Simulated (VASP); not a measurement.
OSZICAR of a VASP run on SrTiO$_{3}$ (space group Pm-3m):

OSZICAR:
```
       N       E                     dE             d eps       ncg     rms          rms(c)
DAV:   1     0.217254145928E+03    0.21725E+03   -0.46665E+00   480   0.218E+01    0.291E+00
DAV:   2     0.215638400335E+03   -0.16157E+01   -0.13066E+01   496   0.318E+01    0.112E+01
DAV:   3     0.215494762600E+03   -0.14364E+00   -0.50320E-01   664   0.538E+00    0.117E+01
DAV:   4     0.215446463754E+03   -0.48299E-01   -0.50472E-02   512   0.192E+00    0.114E+01
DAV:   5     0.215568874209E+03    0.12241E+00   -0.52038E-01   584   0.476E+00    0.123E+01
DAV:   6     0.215582987554E+03    0.14113E-01   -0.20604E-02   680   0.111E+00    0.125E+01
DAV:   7     0.215638757332E+03    0.55770E-01   -0.26401E+00   480   0.120E+01    0.170E+01
DAV:   8     0.215010442443E+03   -0.62831E+00   -0.63828E-01   616   0.539E+00    0.182E+01
DAV:   9     0.214248305156E+03   -0.76214E+00   -0.19765E+00   480   0.979E+00    0.239E+01
DAV:  10     0.214141541211E+03   -0.10676E+00   -0.10497E-01   784   0.201E+00    0.244E+01
DAV:  11     0.212548430416E+03   -0.15931E+01   -0.11742E+00   496   0.823E+00    0.290E+01
DAV:  12     0.212235045502E+03   -0.31338E+00   -0.13120E-01   664   0.295E+00    0.308E+01
DAV:  13     0.211940895725E+03   -0.29415E+00   -0.12721E-01   488   0.266E+00    0.313E+01
DAV:  14     0.211299024790E+03   -0.64187E+00   -0.12269E-01   496   0.256E+00    0.327E+01
DAV:  15     0.209759742855E+03   -0.15393E+01   -0.72816E-01   520   0.761E+00    0.362E+01
DAV:  16     0.210101809031E+03    0.34207E+00   -0.39315E-02   632   0.178E+00    0.359E+01
DAV:  17     0.210147117297E+03    0.45308E-01   -0.16971E-03   608   0.310E-01    0.358E+01
DAV:  18     0.212754413873E+03    0.26073E+01   -0.77603E-01   480   0.643E+00    0.303E+01
DAV:  19     0.214138993171E+03    0.13846E+01   -0.34574E-01   584   0.385E+00    0.277E+01
DAV:  20     0.218825010645E+03    0.46860E+01   -0.79180E+00   480   0.194E+01    0.137E+01
DAV:  21     0.219923409435E+03    0.10984E+01   -0.20273E+00   752   0.967E+00    0.782E+00
DAV:  22     0.219967968072E+03    0.44559E-01   -0.10048E-01   632   0.252E+00    0.691E+00
DAV:  23     0.219866241887E+03   -0.10173E+00   -0.83013E-03   632   0.555E-01    0.715E+00
DAV:  24     0.219921889045E+03    0.55647E-01   -0.21726E-03   696   0.340E-01    0.665E+00
DAV:  25     0.219924450132E+03    0.25611E-02   -0.27129E-02   600   0.121E+00    0.583E+00
DAV:  26     0.219952313785E+03    0.27864E-01   -0.82343E-02   512   0.243E+00    0.487E+00
DAV:  27     0.220265472025E+03    0.31316E+00   -0.68990E-02   656   0.223E+00    0.349E+00
DAV:  28     0.220694484468E+03    0.42901E+00   -0.16507E-02   632   0.123E+00    0.238E+00
DAV:  29     0.221125646451E+03    0.43116E+00   -0.22809E-02   576   0.123E+00    0.189E+00
DAV:  30     0.221583670763E+03    0.45802E+00   -0.67472E-02   520   0.251E+00    0.116E+00
DAV:  31     0.221973071486E+03    0.38940E+00   -0.75875E-03   736   0.763E-01    0.749E-01
DAV:  32     0.221953386364E+03   -0.19685E-01   -0.20224E-02   488   0.112E+00    0.650E-01
DAV:  33     0.221980657234E+03    0.27271E-01   -0.41690E-03   744   0.504E-01    0.425E-01
DAV:  34     0.222031590589E+03    0.50933E-01   -0.41541E-04   600   0.222E-01    0.146E-01
DAV:  35     0.221993002348E+03   -0.38588E-01   -0.72234E-04   536   0.245E-01    0.496E-02
DAV:  36     0.221976354421E+03   -0.16648E-01   -0.14860E-04   528   0.970E-02    0.798E-02
DAV:  37     0.221984767082E+03    0.84127E-02   -0.10389E-04   560   0.786E-02    0.306E-02
DAV:  38     0.221983972595E+03   -0.79449E-03   -0.30057E-05   704   0.392E-02    0.233E-02
DAV:  39     0.221987952211E+03    0.39796E-02   -0.84428E-06   568   0.180E-02    0.195E-02
DAV:  40     0.221990210817E+03    0.22586E-02   -0.62693E-06   616   0.239E-02    0.907E-03
DAV:  41     0.221989074133E+03   -0.11367E-02   -0.10236E-06   272   0.112E-02    0.495E-03
DAV:  42     0.221989755886E+03    0.68175E-03   -0.91593E-07   248   0.791E-03    0.562E-03
DAV:  43     0.221989577460E+03   -0.17843E-03   -0.49279E-07   240   0.593E-03    0.223E-03
DAV:  44     0.221989385710E+03   -0.19175E-03   -0.21286E-07   240   0.389E-03    0.156E-03
DAV:  45     0.221989272062E+03   -0.11365E-03   -0.11578E-07   240   0.257E-03    0.120E-03
DAV:  46     0.221989218930E+03   -0.53132E-04   -0.44161E-08   240   0.162E-03    0.118E-03
DAV:  47     0.221988967292E+03   -0.25164E-03   -0.19908E-08   240   0.109E-03    0.845E-04
DAV:  48     0.221988909744E+03   -0.57548E-04   -0.91747E-09   240   0.690E-04    0.805E-04
DAV:  49     0.221988824669E+03   -0.85075E-04   -0.59138E-09   240   0.545E-04    0.578E-04
DAV:  50     0.221988726295E+03   -0.98374E-04   -0.36607E-09   240   0.454E-04    0.179E-04
DAV:  51     0.221988690761E+03   -0.35534E-04   -0.21340E-09   240   0.363E-04    0.152E-04
DAV:  52     0.221988675194E+03   -0.15568E-04   -0.12279E-09   240   0.238E-04    0.642E-05
DAV:  53     0.221988669472E+03   -0.57219E-05   -0.71309E-10   240   0.147E-04    0.318E-05
DAV:  54     0.221988660419E+03   -0.90527E-05   -0.48457E-10   240   0.120E-04    0.353E-05
DAV:  55     0.221988657596E+03   -0.28235E-05   -0.32728E-10   240   0.102E-04    0.147E-05
DAV:  56     0.221988657268E+03   -0.32793E-06   -0.23703E-10   240   0.721E-05
   1 F= 0.22198866E+03 E0= 0.22198866E+03  d E =-.315497E-20
       N       E                     dE             ncg
       N       E                     dE             ncg
       N       E                     dE             ncg
       N       E                     dE             ncg
       N       E                     dE             ncg
       N       E                     dE             ncg
       N       E                     dE             ncg
```

Q: Which electronic solver shows in the log?

A: It is blocked Davidson (ALGO = Normal, or the opening steps of other solvers). The INCAR had ALGO = Normal.

Q: Can the final energy be trusted as converged?

A: The calculation finished and met its thresholds. It stopped with EDIFF = 1E-6, NELM = 200 (modified Becke-Johnson potential (mBJ), plane waves, VASP's PBE PAW potentials (set 64)). mBJ is a potential without an energy functional, so only the levels count.

The structure comes from a computed database's SrTiO3 entry (Pm-3m); how it stands against other phases isn't given here. It was relaxed first. The cell's shape comes from a PBE relaxation.
